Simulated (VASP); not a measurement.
## Lattice of Lithium across functionals and dispersion corrections

Aim: relax Lithium at several levels and hold each cell against experiment. The levels: LDA, PBEsol, PBE, r2SCAN, PBE + D3(BJ), r2SCAN + rVV10, revPBE + D3(BJ) and AM05. LASPH is on for some levels and off for others; the table marks which. The start is a cell from a database of measured crystal structures.

Program: VASP 6.6.1. Level of theory: LDA; plane waves and PAW (Li_sv), in the first sound run; inputs show where later runs differ. Results are calculated unless marked as measured.

## (1) Set-up

Before any relaxation, the start is as follows. The structure is cubic, space group Im-3m (No. 229). Conventional cell: a = 3.509 Å, b = 3.509 Å, c = 3.509 Å, α = 90.00°, β = 90.00°, γ = 90.00°. Nearest to Li lie 8 Li at 3.04 Å.

Coordinates:

```xyz
1
Lattice="-1.7547 1.7547 1.7547 1.7547 -1.7547 1.7547 1.7547 1.7547 -1.7547" Properties=species:S:1:pos:R:3 pbc="T T T"
Li    0.0000    0.0000    0.0000
```

## (2) Relaxation with LDA

The start need not lie at this functional's minimum. ISIF = 3 frees volume, shape and positions, and EDIFFG sets the threshold on forces and stress at which the search stops. LDA, the lowest rung, knows the local density alone.

The input, INCAR:

```
SYSTEM = Li
PREC = Accurate
ENCUT = 700
EDIFF = 1E-06
NELM = 100
ISMEAR = -1
SIGMA = 0.05
LREAL = .FALSE.
ALGO = Normal
GGA = CA
NBANDS = 7
LORBIT = 11
LWAVE = .FALSE.
LCHARG = .FALSE.
KPAR = 2
IBRION = 2
NSW = 60
ISIF = 3
EDIFFG = -0.01
```

The input, POSCAR:

```
Li
1.0
   -1.7546500000      1.7546500000      1.7546500000
    1.7546500000     -1.7546500000      1.7546500000
    1.7546500000      1.7546500000     -1.7546500000
Li
1
Direct
    0.0000000000      0.0000000000      0.0000000000
```

The input, KPOINTS:

```
Automatic mesh
0
Gamma
8 8 8
0 0 0
```

Potentials, in the order of the species: Li_sv (PBE family, release 64).

The run is started by

```console
> mpirun -np 2 vasp_std
```

Output:

```text
[banner, memory and clock lines left out]
running    2 mpi-ranks, on    1 nodes
 distrk:  each k-point on    1 cores,    2 groups
 distr:  one band on    1 cores,    1 groups

 POSCAR found type information on POSCAR Li
 POSCAR found :  1 types and       1 ions
|                                                                             |
|               ----> ADVICE to this user running VASP <----                  |
|                                                                             |
|     You enforced a specific xc type in the INCAR file but a different       |
|     [... a line on the potential file left out ...]
|     I HOPE YOU KNOW WHAT YOU ARE DOING!                                     |
|                                                                             |

 LDA part: xc-table for (Slater(with rela. corr.)+CA(PZ))
 , standard interpolation
 POSCAR, INCAR and KPOINTS ok, starting setup
 FFT: planning ... GRIDC
 FFT: planning ... GRID_SOFT
 FFT: planning ... GRID
 WAVECAR not read
 entering main loop
       N       E                     dE             d eps       ncg     rms          rms(c)
DAV:   1     0.100583699932E+00    0.10058E+00   -0.83620E+02   406   0.356E+02
DAV:   2    -0.198973287732E+01   -0.20903E+01   -0.20889E+01   567   0.428E+01
DAV:   3    -0.203350021840E+01   -0.43767E-01   -0.43746E-01   490   0.545E+00
DAV:   4    -0.203453938316E+01   -0.10392E-02   -0.10392E-02   532   0.692E-01
DAV:   5    -0.203454508451E+01   -0.57013E-05   -0.57013E-05   525   0.514E-02    0.582E-01
DAV:   6    -0.203034241502E+01    0.42027E-02   -0.19106E-03   672   0.212E-01    0.315E-01
DAV:   7    -0.202848427380E+01    0.18581E-02   -0.31075E-03   700   0.285E-01    0.239E-02
DAV:   8    -0.202849109479E+01   -0.68210E-05   -0.88033E-05   490   0.867E-02    0.106E-03
DAV:   9    -0.202849119232E+01   -0.97531E-07   -0.87582E-07   483   0.894E-03
   1 F= -.20284912E+01 E0= -.20245741E+01  d E =-.202849E+01
 curvature:   0.00 expect dE= 0.000E+00 dE for cont linesearch  0.000E+00
 trial: gam= 0.00000 g(F)=  0.504E-65 g(S)=  0.695E-02 ort = 0.000E+00 (trialstep = 0.100E+01)
 search vector abs. value=  0.695E-02
 bond charge predicted
       N       E                     dE             d eps       ncg     rms          rms(c)
DAV:   1    -0.203793162678E+01   -0.94405E-02   -0.85879E-02   490   0.206E+00    0.628E-01
DAV:   2    -0.203576668070E+01    0.21649E-02   -0.19811E-03   511   0.465E-01    0.365E-01
DAV:   3    -0.203472397997E+01    0.10427E-02   -0.26365E-03   644   0.246E-01    0.332E-02
DAV:   4    -0.203471929822E+01    0.46818E-05   -0.32276E-05   469   0.555E-02    0.653E-03
DAV:   5    -0.203472180447E+01   -0.25063E-05   -0.12377E-05   511   0.251E-02    0.259E-03
DAV:   6    -0.203472164954E+01    0.15493E-06   -0.45462E-07   294   0.585E-03
   2 F= -.20347216E+01 E0= -.20307598E+01  d E =-.623046E-02
[...]
3 F= -.20420523E+01 E0= -.20379899E+01  d E =-.135611E-01
[...]
4 F= -.20351768E+01 E0= -.20308508E+01  d E =-.668560E-02
 curvature:   8.57 expect dE= 0.403E-01 dE for cont linesearch  0.403E-01
 ZBRENT: bracketing found
 ZBRENT: interpolating
 opt :   3.9105  next Energy=    -2.043064 (dE=-0.146E-01)
 bond charge predicted
       N       E                     dE             d eps       ncg     rms          rms(c)
DAV:   1    -0.207117980494E+01   -0.36003E-01   -0.72451E-01   476   0.570E+00    0.182E+00
DAV:   2    -0.205209868076E+01    0.19081E-01   -0.15007E-02   567   0.138E+00    0.104E+00
DAV:   3    -0.204320363024E+01    0.88951E-02   -0.21808E-02   630   0.726E-01    0.807E-02
DAV:   4    -0.204320941150E+01   -0.57813E-05   -0.25642E-04   448   0.179E-01    0.193E-02
DAV:   5    -0.204323381631E+01   -0.24405E-04   -0.88755E-05   469   0.704E-02    0.584E-03
DAV:   6    -0.204323283052E+01    0.98578E-06   -0.42254E-06   511   0.161E-02
   5 F= -.20432328E+01 E0= -.20391094E+01  d E =-.147416E-01
 curvature:  -0.22 expect dE=-0.265E-05 dE for cont linesearch -0.265E-05
 trial: gam=-0.04029 g(F)=  0.788E-64 g(S)=  0.123E-04 ort = 0.292E-03 (trialstep = 0.158E+01)
 search vector abs. value=  0.218E-07
 reached required accuracy - stopping structural energy minimisation
```

It took 12 s on 2 MPI ranks of AMD EPYC 7R43, shared host; peak memory 0.18 GiB; 22 s of CPU time.

Lines that name or quote the potential files are left out of all logs, and their timing lines are given in words.

From OUTCAR (step 2):

```text
ion  position               nearest neighbor table
   1  0.000  0.000  0.000-

  LATTYP: Found a body centered cubic cell.
 ALAT       =     3.5093000000

 Subroutine GETGRP returns: Found 48 space group operations
 (whereof 48 operations were pure point group operations)

The static configuration has the point symmetry O_h .

 Found     29 irreducible k-points:

   k-points           NKPTS =     29   k-points in BZ     NKDIM =     29   number of bands    NBANDS=      7

   dimension x,y,z NGX =    28 NGY =   28 NGZ =   28
   dimension x,y,z NGXF=    56 NGYF=   56 NGZF=   56

   ENCUT  =  700.0 eV  51.45 Ry    7.17 a.u.   6.56  6.56  6.56*2*pi/ulx,y,z

   NELECT =       3.0000    total number of electrons

 k-points in reciprocal lattice and weights: Automatic mesh
   0.00000000  0.00000000  0.00000000       0.002
   0.12500000  0.00000000  0.00000000       0.023
   0.25000000  0.00000000  0.00000000       0.023
   0.37500000  0.00000000  0.00000000       0.023
   0.50000000  0.00000000  0.00000000       0.012
   0.12500000  0.12500000  0.00000000       0.047
   0.25000000  0.12500000  0.00000000       0.094
   0.37500000  0.12500000  0.00000000       0.094
   0.25000000  0.25000000  0.00000000       0.047
[...]
0.50000000  0.50000000  0.37500000       0.023
   0.50000000  0.50000000  0.50000000       0.002

 average (electrostatic) potential at core
       1 -63.9241

 E-fermi :   0.7120

 k-point     1 :       0.0000    0.0000    0.0000
  band No.  band energies     occupation
      1     -44.7019      2.00000
      2      -2.9072      2.00000
      3      15.5265      0.00000
      4      15.5265      0.00000
      5      15.5265      0.00000
      6      20.8529      0.00000
      7      20.8529      0.00000

 k-point     2 :       0.1250    0.0000    0.0000
  band No.  band energies     occupation
      1     -44.6978      2.00000
      2      -2.6097      2.00000
      3      13.6547      0.00000
      4      14.3691      0.00000
      5      15.0573      0.00000
      6      18.5274      0.00000
      7      18.5853      0.00000

 k-point     3 :       0.2500    0.0000    0.0000
  band No.  band energies     occupation
      1     -44.6879      2.00000
      2      -1.7173      2.00000
      3       9.6916      0.00000
      4      12.7252      0.00000
      5      14.0151      0.00000
      6      16.5456      0.00000
      7      18.0330      0.00000

  Total       -0.0092165     -0.0092165     -0.0092165      0.0000000      0.0000000     -0.0000000
  in kB       -0.7756193     -0.7756193     -0.7756193      0.0000000      0.0000000     -0.0000000
  external PRESSURE =      -0.7756193 kB  Pullay stress =       0.0000000 kB

  energy-cutoff  :      700.00
  volume of cell :       19.04
      direct lattice vectors                 reciprocal lattice vectors
    -1.682114324  1.682114324  1.682114324     0.000000000  0.297244957  0.297244957
     1.682114324 -1.682114324  1.682114324     0.297244957  0.000000000  0.297244957
     1.682114324  1.682114324 -1.682114324     0.297244957  0.297244957  0.000000000

 POSITION                                       TOTAL-FORCE (eV/Angst)
 -----------------------------------------------------------------------------------
      0.00000      0.00000      0.00000         0.000000      0.000000      0.000000
 -----------------------------------------------------------------------------------
    total drift:                                0.000000     -0.000000      0.000000

  FREE ENERGIE OF THE ION-ELECTRON SYSTEM (eV)
  ---------------------------------------------------
  free  energy   TOTEN  =        -2.0432328305 eV

  energy  without entropy=       -2.0349858726  energy(sigma->0) =       -2.03910935

 reached required accuracy - stopping structural energy minimisation

 total charge
# of ion       s       p       d       tot
------------------------------------------
    1        2.037   0.061   0.000   2.098

[... 3 further parts left out ...]
```

This run has no spin polarisation. Its electron count is odd, so without a moment it is a metal by construction. The k-mesh is coarse for a metal. The PAW data sets were made with PBE, though LDA sets exist; this is a small mismatch. After so large a change of volume the plane waves of the start cell no longer fit, so the final stress carries a basis-set error. The run keeps the 48 symmetry operations of its start, so it cannot find a distortion of lower symmetry.

Step by step:

| step | energy less that of the first step (eV) | largest force (eV/Å) | pressure (GPa) | volume (Å³) |
| --- | --- | --- | --- | --- |
| 1 | 0.0000 | 0.0000 | -1.62 | 21.61 |
| 2 | -0.0062 | 0.0000 | -1.30 | 20.93 |
| 3 | -0.0136 | 0.0000 | -0.52 | 19.67 |
| 4 | -0.0067 | 0.0000 | 1.67 | 17.32 |
| 5 | -0.0147 | 0.0000 | -0.08 | 19.04 |

```
conventional cell, symmetrised  before  after   change
                         a (Å)   3.509  3.364   -4.1 %
                         b (Å)   3.509  3.364   -4.1 %
                         c (Å)   3.509  3.364   -4.1 %
              volume (Å³/atom)   21.61  19.04  -11.9 %
```

Final coordinates:

```xyz
1
Lattice="-1.6821 1.6821 1.6821 1.6821 -1.6821 1.6821 1.6821 1.6821 -1.6821" Properties=species:S:1:pos:R:3 pbc="T T T"
Li    0.0000    0.0000    0.0000
```

This step gave:

```yaml
electrons: 3
bands: 7
irreducible_k_points: 29
symmetry_operations: 48
free_energy_toten: -2.043 eV
energy_at_zero_smearing: -2.039 eV
fermi_energy: 0.712 eV
pressure: -0.07756 GPa
metallic: yes
scf_cycles_over_all_ionic_steps: 34
```

It ends with forces that vanish by symmetry and a pressure of -0.08 GPa. The volume lies -11.9 % from that of the database's start, which holds the thermal and zero-point expansion of its experiment. LDA is known to overbind. The conventional cell has a = 3.364 Å.

## (3) Relaxation with PBEsol

This step: PBEsol; plane waves and PAW (Li_sv) (VASP 6.6.1).

PBEsol restores the gradient expansion of exchange and is tuned for the cells of solids.

Edit INCAR of step 2 so:

```diff
@@ -9,3 +9,3 @@
 ALGO = Normal
-GGA = CA
+GGA = PS
 NBANDS = 7
```

POSCAR is that of step 2.

KPOINTS is that of step 2.

The run is started by

```console
> mpirun -np 2 vasp_std
```

Output:

```text
[banner, memory and clock lines left out]
running    2 mpi-ranks, on    1 nodes
 distrk:  each k-point on    1 cores,    2 groups
 distr:  one band on    1 cores,    1 groups

 POSCAR found type information on POSCAR Li
 POSCAR found :  1 types and       1 ions
 [... a notice as in an earlier step ...]

 LDA part: xc-table for (Slater+PW92), standard interpolation
 POSCAR, INCAR and KPOINTS ok, starting setup
 FFT: planning ... GRIDC
 FFT: planning ... GRID_SOFT
 FFT: planning ... GRID
 WAVECAR not read
 entering main loop
       N       E                     dE             d eps       ncg     rms          rms(c)
DAV:   1     0.282712817681E+00    0.28271E+00   -0.84006E+02   406   0.357E+02
DAV:   2    -0.191308021046E+01   -0.21958E+01   -0.21948E+01   560   0.442E+01
DAV:   3    -0.195720774139E+01   -0.44128E-01   -0.44109E-01   490   0.550E+00
DAV:   4    -0.195820700178E+01   -0.99926E-03   -0.99926E-03   546   0.672E-01
DAV:   5    -0.195821067339E+01   -0.36716E-05   -0.36716E-05   518   0.400E-02    0.416E-01
DAV:   6    -0.195652404194E+01    0.16866E-02   -0.57751E-04   595   0.128E-01    0.234E-01
DAV:   7    -0.195553157198E+01    0.99247E-03   -0.13204E-03   581   0.200E-01    0.265E-02
DAV:   8    -0.195554758196E+01   -0.16010E-04   -0.14056E-04   497   0.685E-02    0.167E-03
DAV:   9    -0.195554567936E+01    0.19026E-05   -0.10775E-06   567   0.102E-02    0.530E-04
DAV:  10    -0.195554469747E+01    0.98189E-06   -0.51570E-08   252   0.185E-03
   1 F= -.19555447E+01 E0= -.19517493E+01  d E =-.195554E+01
 curvature:   0.00 expect dE= 0.000E+00 dE for cont linesearch  0.000E+00
 trial: gam= 0.00000 g(F)=  0.585E-64 g(S)=  0.222E-02 ort = 0.000E+00 (trialstep = 0.100E+01)
 search vector abs. value=  0.222E-02
 bond charge predicted
       N       E                     dE             d eps       ncg     rms          rms(c)
DAV:   1    -0.195822700900E+01   -0.26813E-02   -0.24867E-02   462   0.117E+00    0.335E-01
DAV:   2    -0.195784162374E+01    0.38539E-03   -0.19488E-03   490   0.375E-01    0.209E-01
DAV:   3    -0.195751111621E+01    0.33051E-03   -0.71911E-04   686   0.138E-01    0.362E-02
DAV:   4    -0.195750133083E+01    0.97854E-05   -0.27723E-05   637   0.406E-02    0.358E-03
DAV:   5    -0.195750468411E+01   -0.33533E-05   -0.24757E-06   455   0.119E-02    0.422E-04
DAV:   6    -0.195750498214E+01   -0.29803E-06   -0.71192E-08   224   0.285E-03
   2 F= -.19575050E+01 E0= -.19536883E+01  d E =-.196028E-02
[...]
3 F= -.19599528E+01 E0= -.19560801E+01  d E =-.440814E-02
 curvature:  -1.93 expect dE=-0.125E-03 dE for cont linesearch -0.125E-03
 ZBRENT: extrapolating
 opt :   3.9990  next Energy=    -1.960081 (dE=-0.454E-02)
 bond charge predicted
       N       E                     dE             d eps       ncg     rms          rms(c)
DAV:   1    -0.196045213164E+01   -0.49887E-03   -0.12290E-02   476   0.807E-01    0.235E-01
DAV:   2    -0.196022792229E+01    0.22421E-03   -0.61995E-04   476   0.251E-01    0.141E-01
DAV:   3    -0.196007790876E+01    0.15001E-03   -0.32315E-04   707   0.936E-02    0.172E-02
DAV:   4    -0.196007370805E+01    0.42007E-05   -0.56385E-06   490   0.235E-02    0.213E-03
DAV:   5    -0.196007617474E+01   -0.24667E-05   -0.16712E-06   385   0.110E-02    0.973E-04
DAV:   6    -0.196007582639E+01    0.34835E-06   -0.97430E-08   203   0.337E-03
   4 F= -.19600758E+01 E0= -.19561851E+01  d E =-.453113E-02
 curvature:  -1.98 expect dE=-0.505E-06 dE for cont linesearch -0.505E-06
 trial: gam= 0.00000 g(F)=  0.918E-61 g(S)=  0.256E-06 ort =-0.238E-04 (trialstep = 0.160E+01)
 search vector abs. value=  0.256E-06
 reached required accuracy - stopping structural energy minimisation
```

Run time: 12 s. Hardware: 2 MPI ranks; peak memory 0.22 GiB; 22 s of CPU time.

Parts of OUTCAR (step 3):

```text
The static configuration has the point symmetry O_h .

 Found     29 irreducible k-points:

   NELECT =       3.0000    total number of electrons

 E-fermi :   0.6876

 k-point     1 :       0.0000    0.0000    0.0000
  band No.  band energies     occupation
      1     -45.2401      2.00000
      2      -2.9276      2.00000
      3      15.3700      0.00000
      4      15.3700      0.00000
      5      15.3700      0.00000
      6      20.1142      0.00000
      7      20.1142      0.00000

 k-point     2 :       0.1250    0.0000    0.0000
  band No.  band energies     occupation
      1     -45.2370      2.00000
      2      -2.6305      2.00000
      3      13.3752      0.00000
      4      14.1732      0.00000
      5      14.8639      0.00000
      6      17.9018      0.00000
      7      17.9365      0.00000

  Total        0.0013287      0.0013287      0.0013287      0.0000000     -0.0000000      0.0000000
  in kB        0.1059307      0.1059307      0.1059307      0.0000000     -0.0000000      0.0000000
  external PRESSURE =       0.1059307 kB  Pullay stress =       0.0000000 kB

  energy-cutoff  :      700.00
  volume of cell :       20.10
      direct lattice vectors                 reciprocal lattice vectors
    -1.712732171  1.712732171  1.712732171     0.000000000  0.291931224  0.291931224
     1.712732171 -1.712732171  1.712732171     0.291931224  0.000000000  0.291931224
     1.712732171  1.712732171 -1.712732171     0.291931224  0.291931224  0.000000000

 POSITION                                       TOTAL-FORCE (eV/Angst)
 -----------------------------------------------------------------------------------
      3.42546      0.00000      0.00000         0.000000      0.000000      0.000000
 -----------------------------------------------------------------------------------
    total drift:                                0.000000     -0.000000      0.000000

  FREE ENERGIE OF THE ION-ELECTRON SYSTEM (eV)
  ---------------------------------------------------
  free  energy   TOTEN  =        -1.9600758264 eV

  energy  without entropy=       -1.9522943625  energy(sigma->0) =       -1.95618509

 total charge
# of ion       s       p       d       tot
------------------------------------------
    1        2.033   0.046   0.000   2.079

[... 8 parts as in an earlier step ...]

[... 5 further parts left out ...]
```

CONTCAR:

```
Li
   1.00000000000000
    -1.7127321714325558    1.7127321714325556    1.7127321714325558
     1.7127321714325558   -1.7127321714325556    1.7127321714325558
     1.7127321714325558    1.7127321714325556   -1.7127321714325558
  Li
     1
Direct
     0.0000000000000000    1.0000000000000000    1.0000000000000000
```

The PAW data sets were made with PBE, which is usual practice but a small mismatch for other functionals.

The steps of the relaxation:

```csv
step,energy less that of the first step (eV),largest force (eV/Å),pressure (GPa),volume (Å³)
1,0.0000,0.0000,-0.92,21.61
2,-0.0020,0.0000,-0.71,21.22
3,-0.0044,0.0000,-0.17,20.35
4,-0.0045,0.0000,0.01,20.10
```

| conventional cell, symmetrised | before | after | change |
| --- | --- | --- | --- |
| a (Å) | 3.509 | 3.425 | -2.4 % |
| b (Å) | 3.509 | 3.425 | -2.4 % |
| c (Å) | 3.509 | 3.425 | -2.4 % |
| volume (Å³/atom) | 21.61 | 20.10 | -7.0 % |

Final coordinates:

```
Li
1.0
    -1.71273    1.71273    1.71273
     1.71273   -1.71273    1.71273
     1.71273    1.71273   -1.71273
Li
1
Cartesian
  0.0000 0.0000 0.0000
```

This step gave:

| Item | Value |
| --- | --- |
| free energy (TOTEN) | -1.960 eV |
| energy at zero smearing | -1.956 eV |
| Fermi energy | 0.6876 eV |
| pressure | 0.01059 GPa |
| SCF cycles over all ionic steps | 29 |

It ends at 20.10 Å³/atom, -7.0 % from the start, with 0.01 GPa left. The conventional cell has a = 3.425 Å.

(Continued in part 2 of 3.)

[Lines on the potential files, build, host, timing and source positions are cut from VASP's logs without a mark.]

[Logs are printed without paths, hosts, clocks, repeated set-up lines and the standing remarks that a program may print on its own settings, such as how far it seeks lower states.]

[Hosts, paths, dates, database ids (printed as entryN), source tags and the programs' standing remarks are cut or masked in the printed files.]

[A measured line is paired with the nearest computed mode of its activity, which favours agreement.]
